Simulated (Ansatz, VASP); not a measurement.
# Cu11Si (Cu(100)-(3x1)-Si surface alloy): VASP beside Ansatz, part 2 of 2

Aim: how closely do two programs agree when they are given the same cell, functional and k mesh? The cell is taken from a series of runs on this material, whose earlier steps may have relaxed, scaled, displaced or heated it; both programs get it as it stands.

VASP 6.6.1 and Ansatz 0.2.0.

So far: Set-up; Ansatz: single point, PBE with D3(BJ).

### 3. VASP: single point, PBE with D3(BJ)

Level of this step: PBE with D3(BJ); plane waves and PAW (Cu, Si) (VASP).

The same cell, functional, mesh and smearing now go to VASP, with its own data sets.

Lines of VASP's logs that name or quote its potential files are left out, and so is its time.

Contents of INCAR:

```
SYSTEM = Cu11Si
PREC = Accurate
ENCUT = 520
EDIFF = 1E-06
NELM = 120
ISMEAR = -1
SIGMA = 0.05
LREAL = .FALSE.
ALGO = Normal
GGA = PE
IVDW = 12
NBANDS = 77
LASPH = .TRUE.
LORBIT = 11
LWAVE = .FALSE.
LCHARG = .FALSE.
ISIF = 2
LDIPOL = .TRUE.
IDIPOL = 3
DIPOL = 0.5 0.5 0.493
LVHAR = .TRUE.
GGA_COMPAT = .FALSE.
NELMDL = -8
KPAR = 2
```

Contents of POSCAR:

```
Cu11Si
1.0
    7.6579664403      0.0000000000      0.0000000000
    0.0000000000      2.5526554801      0.0000000000
    0.0000000000      0.0000000000     22.7150000000
Cu Si
11 1
Direct
    0.1666666667      0.5000000000      0.3742020691
    0.5000000017      0.5000000000      0.3742020691
    0.8333333317      0.5000000000      0.3742020691
    0.0000000017      0.0000000000      0.4536649791
    0.3333333317      0.0000000000      0.4536649791
    0.6666666667      0.0000000000      0.4536649791
    0.1666666667      0.5000000000      0.5331021369
    0.5008570273      0.5000000000      0.5321465766
    0.8324763060      0.5000000000      0.5321465766
    0.9976828510      0.0000000000      0.6100815860
    0.3356504824      0.0000000000      0.6100815860
    0.6666666667      0.0000000000      0.6100331714
```

Contents of KPOINTS:

```
Automatic mesh
0
Gamma
8 24 1
0 0 0
```

The projector-augmented-wave data sets are Cu and Si (PBE family, release 64).

The run is started by

```
mpirun -np 2 vasp_std
```

Numbers of over 12 decimals in the logs are rounded to 6 here.

Log:

```text
[banner, memory and clock lines left out]
running    2 mpi-ranks, on    1 nodes
 distrk:  each k-point on    1 cores,    2 groups
 distr:  one band on    1 cores,    1 groups

 POSCAR found type information on POSCAR CuSi
 POSCAR found :  2 types and      12 ions
 LDA part: xc-table for (Slater+PW92), standard interpolation
 POSCAR, INCAR and KPOINTS ok, starting setup
 FFT: planning ... GRIDC
 FFT: planning ... GRID_SOFT
 FFT: planning ... GRID
 WAVECAR not read
 entering main loop
       N       E                     dE             d eps       ncg     rms          rms(c)
DAV:   1     0.112674167320E+04    0.11267E+04   -0.51844E+04 10034   0.187E+03
DAV:   2     0.812185509460E+02   -0.10455E+04   -0.10103E+04 10010   0.415E+02
DAV:   3    -0.458404195736E+02   -0.12706E+03   -0.11889E+03 10690   0.198E+02
DAV:   4    -0.526378453985E+02   -0.67974E+01   -0.66379E+01 11823   0.575E+01
DAV:   5    -0.529034148411E+02   -0.26557E+00   -0.26493E+00 14706   0.854E+00
DAV:   6    -0.529102735111E+02   -0.68587E-02   -0.68571E-02 15304   0.131E+00
DAV:   7    -0.529103776392E+02   -0.10413E-03   -0.10412E-03 15197   0.183E-01
DAV:   8    -0.529103816048E+02   -0.39656E-05   -0.39655E-05 15493   0.314E-02    0.256E+01
DAV:   9    -0.495737278059E+02    0.33367E+01   -0.11983E+02 11691   0.143E+02    0.151E+01
DAV:  10    -0.438882238820E+02    0.56855E+01   -0.38500E+01 12291   0.122E+02    0.671E+00
DAV:  11    -0.429737673555E+02    0.91446E+00   -0.12866E+01 14066   0.747E+01    0.245E+00
DAV:  12    -0.430688681560E+02   -0.95101E-01   -0.28351E+00 13969   0.320E+01    0.209E+00
DAV:  13    -0.431500110461E+02   -0.81143E-01   -0.15519E+00 11277   0.220E+01    0.202E+00
DAV:  14    -0.431009123852E+02    0.49099E-01   -0.23935E-01 12519   0.838E+00    0.820E-01
[...]
DAV:  27    -0.430918599253E+02   -0.21090E-04   -0.47245E-06 10722   0.417E-02    0.386E-03
DAV:  28    -0.430918714752E+02   -0.11550E-04   -0.13702E-06  7254   0.281E-02    0.141E-03
DAV:  29    -0.430918771025E+02   -0.56274E-05   -0.14906E-06  7001   0.939E-03    0.114E-03
DAV:  30    -0.430918817332E+02   -0.46306E-05   -0.20747E-07  6734   0.831E-03    0.474E-04
DAV:  31    -0.430918868441E+02   -0.51109E-05   -0.40854E-07  6682   0.460E-03    0.486E-04
DAV:  32    -0.430918897679E+02   -0.29238E-05   -0.10863E-07  6318   0.407E-03    0.291E-04
DAV:  33    -0.430918915748E+02   -0.18070E-05   -0.99926E-08  6113   0.190E-03    0.243E-04
DAV:  34    -0.430918918032E+02   -0.22832E-06   -0.25130E-08  6600   0.170E-03
   1 F= -.47952653E+02 E0= -.47937451E+02  d E =-.304037E-01
```

OUTCAR, selected parts (step 3):

```text
ion  position               nearest neighbor table
   1  0.167  0.500  0.374-   5 2.55   5 2.55   4 2.55   4 2.55   2 2.55   3 2.55
   2  0.500  0.500  0.374-   3 2.55   6 2.55   6 2.55   1 2.55   5 2.55   5 2.55
   3  0.833  0.500  0.374-   2 2.55   6 2.55   6 2.55   1 2.55   4 2.55   4 2.55
   4  0.000  0.000  0.454-   9 2.54   9 2.54   7 2.55   7 2.55   5 2.55   1 2.55   1 2.55   6 2.55
                             3 2.55   3 2.55
   5  0.333  0.000  0.454-   8 2.54   8 2.54   7 2.55   7 2.55   4 2.55   1 2.55   1 2.55   6 2.55
                             2 2.55   2 2.55
   6  0.667  0.000  0.454-   9 2.53   9 2.53   8 2.53   8 2.53   3 2.55   3 2.55   2 2.55   2 2.55
                             4 2.55   5 2.55
   7  0.167  0.500  0.533-  11 2.52  11 2.52  10 2.52  10 2.52   5 2.55   5 2.55   4 2.55   4 2.55
                             8 2.56   9 2.56
   8  0.501  0.500  0.532-  11 2.52  11 2.52  12 2.52  12 2.52   6 2.53   6 2.53   9 2.54   5 2.54
                             5 2.54   7 2.56
   9  0.832  0.500  0.532-  10 2.52  10 2.52  12 2.52  12 2.52   6 2.53   6 2.53   8 2.54   4 2.54
                             4 2.54   7 2.56
  10  0.998  0.000  0.610-   7 2.52   7 2.52   9 2.52   9 2.52  12 2.53  11 2.59
  11  0.336  0.000  0.610-   7 2.52   7 2.52   8 2.52   8 2.52  12 2.53  10 2.59
  12  0.667  0.000  0.610-   9 2.52   9 2.52   8 2.52   8 2.52  10 2.53  11 2.53

  LATTYP: Found a simple orthorhombic cell.
 ALAT       =     2.5526554801
 B/A-ratio  =     3.0000000000
 C/A-ratio  =     8.8985764734

 Subroutine GETGRP returns: Found  4 space group operations
 (whereof  2 operations were pure point group operations)

The static configuration has the point symmetry C_1h.
 The point group associated with its full space group is C_2v.

 Found     65 irreducible k-points:

   k-points           NKPTS =     65   k-points in BZ     NKDIM =     65   number of bands    NBANDS=     77

   dimension x,y,z NGX =    60 NGY =   20 NGZ =  180
   dimension x,y,z NGXF=   120 NGYF=   40 NGZF=  360

   ENCUT  =  520.0 eV  38.22 Ry    6.18 a.u.  14.24  4.75 42.23*2*pi/ulx,y,z

   NELECT =     125.0000    total number of electrons

 k-points in reciprocal lattice and weights: Automatic mesh
   0.00000000  0.00000000  0.00000000       0.005
   0.12500000  0.00000000  0.00000000       0.010
   0.25000000  0.00000000  0.00000000       0.010
   0.37500000  0.00000000  0.00000000       0.010
   0.50000000  0.00000000  0.00000000       0.005
   0.00000000  0.04166667  0.00000000       0.010
   0.12500000  0.04166667  0.00000000       0.021
   0.25000000  0.04166667  0.00000000       0.021
   0.37500000  0.04166667  0.00000000       0.021
[...]
0.37500000  0.50000000  0.00000000       0.010
   0.50000000  0.50000000  0.00000000       0.005

 dipolmoment           0.000000      0.000000      0.010861 electrons x Angstroem

 average (electrostatic) potential at core
       1 -71.3624       2 -71.3410       3 -71.3410       4 -71.8055       5 -71.8055
       6 -71.7966       7 -71.8197       8 -72.1319       9 -72.1319      10 -71.5695
      11 -71.5695      12 -90.1544

 E-fermi :  -0.4843

 k-point     1 :       0.0000    0.0000    0.0000
  band No.  band energies     occupation
    ...
     61      -2.0154      2.00000
     62      -2.0072      2.00000
     63      -1.9496      2.00000
     64      -1.3016      2.00000
     65      -1.0985      1.99999
     66       0.0219      0.00008
     67       1.1470      0.00000
     68       1.2688      0.00000
     69       2.0307      0.00000
     70       2.3808      0.00000
    ...

 k-point     2 :       0.1250    0.0000    0.0000
  band No.  band energies     occupation
    ...
     61      -2.0110      2.00000
     62      -2.0092      2.00000
     63      -1.9537      2.00000
     64      -1.4181      2.00000
     65      -0.9313      1.99974
     66       0.0667      0.00003
     67       0.8354      0.00000
     68       1.0750      0.00000
     69       1.6761      0.00000
     70       2.8710      0.00000
    ...

 k-point     3 :       0.2500    0.0000    0.0000
  band No.  band energies     occupation
    ...
     61      -1.9629      2.00000
     62      -1.9623      2.00000
     63      -1.7578      2.00000
     64      -1.4509      2.00000
     65      -0.7941      1.99593
     66       0.0523      0.00004
     67       0.3243      0.00000
     68       0.7027      0.00000
     69       1.5040      0.00000
     70       2.4252      0.00000
    ...

 Edisp (eV)   -4.86076

  Total      -7.24730    -5.31029    -1.09940     0.00000     0.00000     0.00000
  in kB     -26.14982   -19.16067    -3.96686     0.00000     0.00000     0.00000
  external pressure =      -16.43 kB  Pullay stress =        0.00 kB

  energy-cutoff  :      520.00
  volume of cell :      444.04
      direct lattice vectors                 reciprocal lattice vectors
     7.657966440  0.000000000  0.000000000     0.130582970  0.000000000  0.000000000
     0.000000000  2.552655480  0.000000000     0.000000000  0.391748909  0.000000000
     0.000000000  0.000000000 22.715000000     0.000000000  0.000000000  0.044023773

 POSITION                                       TOTAL-FORCE (eV/Angst)
 -----------------------------------------------------------------------------------
      1.27633      1.27633      8.50000         0.000000      0.000000      0.247338
      3.82898      1.27633      8.50000         0.021466      0.000000      0.237880
      6.38164      1.27633      8.50000        -0.021466      0.000000      0.237880
      0.00000      0.00000     10.30500         0.029373      0.000000     -0.227994
      2.55266      0.00000     10.30500        -0.029373      0.000000     -0.227994
      5.10531      0.00000     10.30500         0.000000      0.000000     -0.333510
      1.27633      1.27633     12.10942         0.000000      0.000000     -0.002339
      3.83555      1.27633     12.08771        -0.003326      0.000000     -0.018218
      6.37508      1.27633     12.08771         0.003326      0.000000     -0.018218
      7.64022      0.00000     13.85800         0.004966      0.000000      0.028089
      2.57040      0.00000     13.85800        -0.004966      0.000000      0.028089
      5.10531      0.00000     13.85690         0.000000      0.000000      0.048997
 -----------------------------------------------------------------------------------
    total drift:                                0.000000     -0.000000     -0.002129

  FREE ENERGIE OF THE ION-ELECTRON SYSTEM (eV)
  ---------------------------------------------------
  free  energy   TOTEN  =       -47.9526529984 eV

  energy  without entropy=      -47.9222492826  energy(sigma->0) =      -47.93745114

 vacuum level on the upper side and lower side of the slab         4.132         4.032

 total charge
# of ion       s       p       d       tot
------------------------------------------
    1        0.443   0.257   9.211   9.911
    2        0.442   0.260   9.207   9.909
    3        0.442   0.260   9.207   9.909
    4        0.446   0.384   9.175  10.005
    5        0.446   0.384   9.175  10.005
    6        0.446   0.386   9.181  10.012
    7        0.443   0.397   9.174  10.014
    8        0.453   0.430   9.171  10.054
    9        0.453   0.430   9.171  10.054
   10        0.441   0.286   9.207   9.933
   11        0.441   0.286   9.207   9.933
   12        0.814   0.763   0.000   1.577
--------------------------------------------------
tot          5.708   4.523 101.086 111.318

[... 3 further parts left out ...]
```

Dispersion corrections of this kind ignore metallic screening and tend to overbind metals.

### 4. Side by side

Known differences besides the potentials themselves: the data sets hold 213 valence electrons in Ansatz (on its default PAW (the set named soft_2) files) and 125 in VASP; the cutoff is 420 eV in Ansatz and 520 eV in VASP. Total energies have different zeros and are not compared.

Compared:

| quantity | Ansatz | VASP | difference |
| --- | --- | --- | --- |
| work function, lower of the two faces (eV) | 4.54 | 4.52 | +0.02 |
| work function, higher of the two faces (eV) | 4.63 | 4.62 | +0.01 |

With vacuum in the cell, a pressure given here is an average over mostly empty space and none of the material.

### 5. What came out

```json
{
 "difference in work function, lower of the two faces (single point, PBE with D3(BJ))": "0.022 eV"
}
```

**Reading.** The difference in work function, lower of the two faces is 0.022 eV (single point, PBE with D3(BJ)). The data sets hold unlike numbers of valence electrons (213 in Ansatz and 125 in VASP), so part of the differences comes from the potentials. How closely two codes agree says nothing of how well the functional describes the real material.

[Lines on the potential files, build, host, timing and source positions are cut from VASP's logs without a mark.]

[Logs are printed without paths, hosts, clocks, repeated set-up lines and the standing remarks that a program may print on its own settings, such as how far it seeks lower states.]

[Hosts, paths, dates, database ids (printed as entryN), source tags and the programs' standing remarks are cut or masked in the printed files.]
